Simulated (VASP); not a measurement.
Input:

```
CELL_PARAMETERS angstrom
      0.00000     2.20055     2.20055
      2.20055     0.00000     2.20055
      2.20055     2.20055     0.00000
ATOMIC_POSITIONS crystal
  Al 0.00000 0.00000 0.00000
  N  0.25000 0.25000 0.25000
```

The numbers are results of PBE GGA, VASP's PBE PAW potentials (set 64) (plane waves; VASP), not measurements. Run with 520 eV cut-off, 9×9×9 Γ-centred mesh, Gaussian smearing of 0.050 eV, potentials Al N.

**Question.** Estimate the energy per atom (σ→0).

**Answer.** 
```
Property                       Result
---------------------  --------------
energy per atom (σ→0)  -7424 meV/atom
```

Total energies compare only between runs with the same potentials, cut-off and functional.

The compound is AlN in the zinc blende structure, a metastable form; wurtzite is the usual one. It was relaxed first.
